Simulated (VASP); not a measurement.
Output of a VASP run:

### OUTCAR
```
 ion  position               nearest neighbor table
   1  0.000  0.000  0.000-   2 2.67   3 2.67   3 2.67   2 2.67   3 2.67   2 2.67
   2  0.333  0.667  0.241-   1 2.67   1 2.67   1 2.67
   3  0.667  0.333  0.759-   1 2.67   1 2.67   1 2.67
  LATTYP: Found a hexagonal cell.
 ALAT       =     3.7644146808
 C/A-ratio  =     1.6991076792
 Subroutine PRICEL returns:
 Original cell was already a primitive cell.
 Subroutine GETGRP returns: Found 12 space group operations
The static configuration has the point symmetry D_3d.
The dynamic configuration has the point symmetry D_3d.
 Subroutine INISYM returns: Found 12 space group operations
 Subroutine IBZKPT returns following result:
 Found     28 irreducible k-points:

 Following reciprocal coordinates:
            Coordinates               Weight
  0.000000  0.000000  0.000000      1.000000
  0.142857  0.000000  0.000000      6.000000
  0.285714  0.000000  0.000000      6.000000
  0.428571  0.000000  0.000000      6.000000
  0.142857  0.142857  0.000000      6.000000
  0.285714  0.142857  0.000000     12.000000
  0.428571  0.142857  0.000000      6.000000
  0.285714  0.285714  0.000000      6.000000
  0.000000  0.000000  0.250000      2.000000
  0.142857  0.000000  0.250000      6.000000
  0.000000  0.142857  0.250000      6.000000
  0.285714  0.000000  0.250000      6.000000
  0.000000  0.285714  0.250000      6.000000
  0.428571  0.000000  0.250000      6.000000
  0.000000  0.428571  0.250000      6.000000
  0.142857  0.142857  0.250000     12.000000
  0.285714  0.142857  0.250000     12.000000
 -0.142857  0.428571  0.250000     12.000000
  0.428571  0.142857  0.250000     12.000000
  0.285714  0.285714  0.250000     12.000000
  0.000000  0.000000  0.500000      1.000000
  0.142857  0.000000  0.500000      6.000000
  0.285714  0.000000  0.500000      6.000000
  0.428571  0.000000  0.500000      6.000000
  0.142857  0.142857  0.500000      6.000000
  0.285714  0.142857  0.500000     12.000000
  0.428571  0.142857  0.500000      6.000000
  0.285714  0.285714  0.500000      6.000000
   k-points           NKPTS =     28   k-points in BZ     NKDIM =     28   number of bands    NBANDS=     17
   number of dos      NEDOS =    301   number of ions     NIONS =      3
   total plane-waves  NPLWV =  37632
   dimension x,y,z NGX =    28 NGY =   28 NGZ =   48
   dimension x,y,z NGXF=    56 NGYF=   56 NGZF=   96
   ions per type =               1   2
   PREC   = accura    normal or accurate (medium, high low for compatibility)
   ISTART =      0    job   : 0-new  1-cont  2-samecut
   ICHARG =      2    charge: 1-file 2-atom 10-const
   ISPIN  =      1    spin polarized calculation?
   LNONCOLLINEAR =      F non collinear calculations
   LSORBIT =      F    spin-orbit coupling
   INIWAV =      1    electr: 0-lowe 1-rand  2-diag
   ENCUT  =  520.0 eV  38.22 Ry    6.18 a.u.   7.00  7.00 11.89*2*pi/ulx,y,z
   NELM   =    100;   NELMIN=  2; NELMDL= -5     # of ELM steps
   EDIFF  = 0.1E-06   stopping-criterion for ELM
   LREAL  =      F    real-space projection
   NLSPLINE    = F    spline interpolate recip. space projectors
   LMAXMIX     =    4 max onsite mixed and CHGCAR
   VOSKOWN=      0    Vosko Wilk Nusair interpolation
   EDIFFG = -.1E-01   stopping-criterion for IOM
   NSW    =     30    number of steps for IOM
   NBLOCK =      1;   KBLOCK =     30    inner block; outer block
   IBRION =      2    ionic relax: 0-MD 1-quasi-New 2-CG
   NFREE  =      1    steps in history (QN), initial steepest desc. (CG)
   ISIF   =      4    stress and relaxation
   ISYM   =      2    0-nonsym 1-usesym 2-fastsym
   TEIN   =    0.0    initial temperature
   TEBEG  =    0.0;   TEEND  =   0.0 temperature during run
   SMASS  =  -3.00    Nose mass-parameter (am)
   PSTRESS=    0.0 pullay stress
   NELECT =      26.0000    total number of electrons
   EFERMI =   0.00;   METHOD = LEGACY
   ISMEAR =     0;   SIGMA  =   0.05  broadening in eV -4-tet -1-fermi 0-gaus
...
```

File OSZICAR:
```
...
DAV:   7    -0.546056486946E+02   -0.17264E-04   -0.70658E-06  1136   0.252E-02    0.765E-03
DAV:   8    -0.546056355287E+02    0.13166E-04   -0.45168E-06  1011   0.227E-02    0.441E-03
DAV:   9    -0.546056515251E+02   -0.15996E-04   -0.51735E-06   976   0.216E-02    0.292E-03
DAV:  10    -0.546056520560E+02   -0.53082E-06   -0.53838E-07  1166   0.572E-03    0.293E-03
DAV:  11    -0.546056520113E+02    0.44657E-07   -0.48055E-09   521   0.696E-04
   3 F= -.54605652E+02 E0= -.54605652E+02  d E =-.368678E-01
       N       E                     dE             d eps       ncg     rms          rms(c)
DAV:   1    -0.546534713210E+02   -0.47819E-01   -0.23465E+00   958   0.110E+01    0.119E+00
DAV:   2    -0.546284854665E+02    0.24986E-01   -0.13930E-01  1093   0.369E+00    0.683E-01
DAV:   3    -0.546174677958E+02    0.11018E-01   -0.28877E-02  1206   0.148E+00    0.283E-01
DAV:   4    -0.546165673743E+02    0.90042E-03   -0.54434E-03  1068   0.863E-01    0.935E-02
DAV:   5    -0.546169111164E+02   -0.34374E-03   -0.23547E-03  1055   0.493E-01    0.406E-02
DAV:   6    -0.546169826966E+02   -0.71580E-04   -0.82384E-04   996   0.299E-01    0.283E-02
DAV:   7    -0.546171284579E+02   -0.14576E-03   -0.17018E-04   969   0.127E-01    0.560E-03
DAV:   8    -0.546171236543E+02    0.48036E-05   -0.22624E-05  1054   0.493E-02    0.296E-03
DAV:   9    -0.546171403534E+02   -0.16699E-04   -0.64746E-06  1009   0.275E-02    0.294E-03
DAV:  10    -0.546171289888E+02    0.11365E-04   -0.21508E-06  1041   0.174E-02    0.611E-04
DAV:  11    -0.546171346806E+02   -0.56917E-05   -0.42008E-07  1030   0.732E-03    0.344E-04
DAV:  12    -0.546171324609E+02    0.22197E-05   -0.63737E-08   657   0.282E-03    0.177E-04
DAV:  13    -0.546171339798E+02   -0.15189E-05   -0.23434E-08   514   0.165E-03    0.554E-05
DAV:  14    -0.546171334025E+02    0.57723E-06   -0.42976E-09   495   0.677E-04    0.188E-05
DAV:  15    -0.546171334449E+02   -0.42373E-07   -0.76792E-10   485   0.301E-04
   4 F= -.54617133E+02 E0= -.54617133E+02  d E =-.114814E-01
       N       E                     dE             d eps       ncg     rms          rms(c)
DAV:   1    -0.546363714100E+02   -0.19238E-01   -0.11097E+00   958   0.752E+00    0.818E-01
DAV:   2    -0.546247449732E+02    0.11626E-01   -0.65354E-02  1102   0.260E+00    0.470E-01
DAV:   3    -0.546195689077E+02    0.51761E-02   -0.13322E-02  1223   0.109E+00    0.193E-01
DAV:   4    -0.546191476690E+02    0.42124E-03   -0.26441E-03  1107   0.600E-01    0.625E-02
DAV:   5    -0.546193121288E+02   -0.16446E-03   -0.11290E-03  1030   0.333E-01    0.273E-02
DAV:   6    -0.546193568625E+02   -0.44734E-04   -0.37088E-04   974   0.200E-01    0.185E-02
DAV:   7    -0.546194192697E+02   -0.62407E-04   -0.67988E-05  1000   0.794E-02    0.403E-03
DAV:   8    -0.546194131429E+02    0.61267E-05   -0.11143E-05  1014   0.344E-02    0.208E-03
DAV:   9    -0.546194240788E+02   -0.10936E-04   -0.28908E-06  1028   0.180E-02    0.197E-03
DAV:  10    -0.546194157307E+02    0.83480E-05   -0.10110E-06  1038   0.117E-02    0.428E-04
DAV:  11    -0.546194195498E+02   -0.38190E-05   -0.17358E-07   863   0.476E-03    0.221E-04
DAV:  12    -0.546194180785E+02    0.14713E-05   -0.29929E-08   502   0.192E-03    0.123E-04
DAV:  13    -0.546194192217E+02   -0.11432E-05   -0.11363E-08   490   0.118E-03    0.402E-05
DAV:  14    -0.546194188957E+02    0.32605E-06   -0.18874E-09   485   0.464E-04    0.210E-05
DAV:  15    -0.546194188762E+02    0.19440E-07   -0.48656E-10   485   0.234E-04
   5 F= -.54619419E+02 E0= -.54619419E+02  d E =-.137669E-01
```

OUTCAR:
```
------------------------ aborting loop because EDIFF is reached ----------------------------------------
  FORCE on cell =-STRESS in cart. coord.  units (eV):
  Direction    XX          YY          ZZ          XY          YZ          ZX
  --------------------------------------------------------------------------------------
  Total        0.5893556      0.5893557      0.5808326      0.0000000      0.0000000      0.0000000
  in kB       12.0294042     12.0294062     11.8554395      0.0000000      0.0000000      0.0000000
  external PRESSURE =      11.9714166 kB  Pullay stress =       0.0000000 kB
  volume of cell :       78.50
      direct lattice vectors                 reciprocal lattice vectors
     1.911621693 -3.311026180  0.000000000     0.261558028 -0.151010585 -0.000000000
     1.911621693  3.311026180 -0.000000000     0.261558028  0.151010585  0.000000000
     0.000000000 -0.000000000  6.200823004     0.000000000  0.000000000  0.161268915
 POSITION                                       TOTAL-FORCE (eV/Angst)
 -----------------------------------------------------------------------------------
      0.00000      0.00000     -0.00000        -0.000000     -0.000000      0.000000
      1.91162      1.10368      1.57390         0.000000      0.000000     -0.001053
      1.91162     -1.10368      4.62692        -0.000000      0.000000      0.001053
 -----------------------------------------------------------------------------------
    total drift:                               -0.000000      0.000000      0.000000
  FREE ENERGIE OF THE ION-ELECTRON SYSTEM (eV)
  ---------------------------------------------------
  free  energy   TOTEN  =       -54.6194188762 eV

  energy  without entropy=      -54.6194188762  energy(sigma->0) =      -54.61941888

 reached required accuracy - stopping structural energy minimisation
```
(Selected blocks of OUTCAR.)

### POSCAR
```
SnSe2
1
    1.8822072484    -3.2600787971     0.0000000000
    1.8822072484     3.2600787971     0.0000000000
    0.0000000000     0.0000000000     6.3961458917
Sn Se
1 2
Direct
  0.0000000000   0.0000000000   0.0000000000
  0.3333330000   0.6666670000   0.2411371927
  0.6666670000   0.3333330000   0.7588628073
```

Q: Reconstruct the remaining input files.

A: Several could match; the one computed here: the input of the run itself, r2SCAN meta-GGA, plane waves, VASP's PBE PAW potentials (set 64).

INCAR:
```
NSW = 30   ! most ionic steps
LCHARG = .False.
LMAXMIX = 4   ! l cut-off of mixed one-centre charges
LMIXTAU = .True.
ALGO = Normal   ! blocked Davidson
ISIF = 4
LASPH = .True.
EDIFF = 1E-7   ! SCF stop (eV)
ISMEAR = 0   ! Gaussian
LWAVE = .False.
SIGMA = 0.05   ! width (eV)
SYSTEM = SnSe2
ENCUT = 520
NELM = 100   ! most electronic steps
METAGGA = R2SCAN
IBRION = 2   ! conjugate gradients
LREAL = .False.   ! projection in real space or not
EDIFFG = -0.01
PREC = Accurate
```

File KPOINTS:
```
Automatic mesh
0
Gamma
7 7 4
0 0 0
```

POTCAR, in this order: Sn_d Se (PBE.64 set). Program: vasp_std.

The compound is SnSe2 in the 1T layered structure. This cell is one point of a volume scan, at 0.94 of the reference volume. Symmetry was kept, so distortions that lower it aren't found.
